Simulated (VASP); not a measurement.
All values below come from PBE GGA, VASP's PBE PAW potentials (set 64) (plane waves; VASP).

The input files of a VASP run:

POSCAR:
```
Cd4S2Te2
1
    6.2594364509    -0.0000000000     0.0000000000
    0.0000000000     6.2594364509     0.0000000000
    0.0000000000     0.0000000000     6.2316815067
Cd Te S
4 2 2
Direct
  0.0000000000   0.0000000000   0.9715376397
  0.5000000000   0.5000000000   0.9715376397
  0.5000000000   0.0000000000   0.5284623603
  0.0000000000   0.5000000000   0.5284623603
  0.2500000000   0.2500000000   0.2500000000
  0.7500000000   0.7500000000   0.2500000000
  0.7500000000   0.2500000000   0.7500000000
  0.2500000000   0.7500000000   0.7500000000
```

### INCAR
```
ALGO = Normal
EDIFF = 1E-6
EDIFFG = -0.02
ENCUT = 400
GGA = PE
IBRION = 2
ISIF = 3
ISMEAR = 0
LASPH = T
LCHARG = F
LMAXMIX = 4
LREAL = F
LWAVE = F
NELM = 100
NSW = 60
PREC = Accurate
SIGMA = 0.05
SYSTEM = Cd4S2Te2
```

File KPOINTS:
```
Automatic mesh
0
Gamma
3 3 4
0 0 0
```

POTCAR, in this order: Cd Te S (PBE.64 set). Program: vasp_std.

Question: What will the output report for the number of irreducible k-points (NKPTS), largest plane-wave count, number of space-group operations, FFT grid (NGX, NGY, NGZ)?

Answer: 
number of irreducible k-points (NKPTS): 9
largest plane-wave count: 4454
number of space-group operations: 8
FFT grid (NGX, NGY, NGZ): 42 × 42 × 42

The structure was generated: Cd4S2Te2 was put into an ordered model structure (P-4m2), which need not be its known phase. This run relaxes it. Symmetry was kept, so distortions that lower it aren't found. The start is the result of an earlier pass.
